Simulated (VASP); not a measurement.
Method: LDA (Ceperley-Alder, Perdew-Zunger), VASP's LDA PAW potentials (set 64) (plane waves; VASP).

The input files of a VASP run:

KPOINTS:
```
Automatic mesh
0
Gamma
5 5 3
0 0 0
```

POSCAR:
```
Mg3Sb2
1
    2.2495468860    -3.8963296530     0.0000000000
    2.2495468860     3.8963296530     0.0000000000
    0.0000000000    -0.0000000000     7.1110448097
Mg Sb
3 2
Direct
  0.0000000000   0.0000000000   0.0000000000
  0.3333330000   0.6666670000   0.6327154922
  0.6666670000   0.3333330000   0.3672845078
  0.3333330000   0.6666670000   0.2240729725
  0.6666670000   0.3333330000   0.7759270275
```

INCAR:
```
ALGO  =  Normal
EDIFF  =  1E-6
EDIFFG  =  -0.02
ENCUT  =  400
IBRION  =  2
ISIF  =  3
ISMEAR  =  0
LASPH  =  .TRUE.
LCHARG  =  .FALSE.
LMAXMIX  =  4
LREAL  =  .FALSE.
LWAVE  =  .FALSE.
NELM  =  100
NSW  =  60
PREC  =  Accurate
SIGMA  =  0.05
SYSTEM  =  Mg3Sb2
```

POTCAR, in this order: Mg Sb (LDA.64 set). Program: vasp_std.

What will the output report for the number of irreducible k-points (NKPTS), number of bands (NBANDS), largest plane-wave count, number of space-group operations, FFT grid (NGX, NGY, NGZ)?

The number of irreducible k-points (NKPTS) comes out as 12, the number of bands (NBANDS) comes out as 12 and the largest plane-wave count comes out as 2321. The number of space-group operations comes out as 12 and the FFT grid (NGX, NGY, NGZ) comes out as 30 × 30 × 48.

The compound is Mg3Sb2 in the a-la2o3 structure. This run relaxes it. Symmetry was kept, so distortions that lower it aren't found. The start is the result of an earlier pass.
